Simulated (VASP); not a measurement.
A convergence study with VASP on PbS (rock salt): one setting is varied, all else stays as given below, so the limit is that of these other settings. ε∞ is the independent-particle value.

```
PbS
1.0
    0.00000     2.97000     2.97000
    2.97000     0.00000     2.97000
    2.97000     2.97000     0.00000
Pb S
1 1
Direct
  0.00000   0.00000   0.00000
  0.50000   0.50000   0.50000
```

These are LDA (Ceperley-Alder, Perdew-Zunger), VASP's LDA PAW potentials (set 64) (plane waves; VASP) values and carry that method's errors. The tightest run used: 550 eV cut-off, 7×7×7 Γ-centred mesh, Gaussian smearing of 0.050 eV, potentials Pb_d S.

Problem. The settings run are NBANDS = 11; NBANDS = 12; NBANDS = 14; NBANDS = 18; NBANDS = 26; NBANDS = 42; NBANDS = 74; NBANDS = 138. From which on does the mean ε∞ stay within 0.3  of the tightest run?

Solution. From NBANDS = 18 on: it is off by 0.19 there and by no more than 0.3 in any finer run, while NBANDS = 14 is off by 0.49.
```json
[
 {"setting": "NBANDS = 11", "mean ε∞": "11.86", "bands": "11", "difference judged ()": "5.86"},
 {"setting": "NBANDS = 12", "mean ε∞": "15.88", "bands": "12", "difference judged ()": "1.84"},
 {"setting": "NBANDS = 14", "mean ε∞": "17.23", "bands": "14", "difference judged ()": "0.49"},
 {"setting": "NBANDS = 18", "mean ε∞": "17.53", "bands": "18", "difference judged ()": "0.19"},
 {"setting": "NBANDS = 26", "mean ε∞": "17.61", "bands": "26", "difference judged ()": "0.11"},
 {"setting": "NBANDS = 42", "mean ε∞": "17.68", "bands": "42", "difference judged ()": "0.04"},
 {"setting": "NBANDS = 74", "mean ε∞": "17.69", "bands": "74", "difference judged ()": "0.03"},
 {"setting": "NBANDS = 138", "mean ε∞": "17.72", "bands": "138", "difference judged ()": "0.00"}
]
```

Left out are rungs that failed or repeat a setting and relaxations that didn't move; long series are thinned to 24 rows.

The compound is PbS in the rock salt structure. The cell was not relaxed at this level.
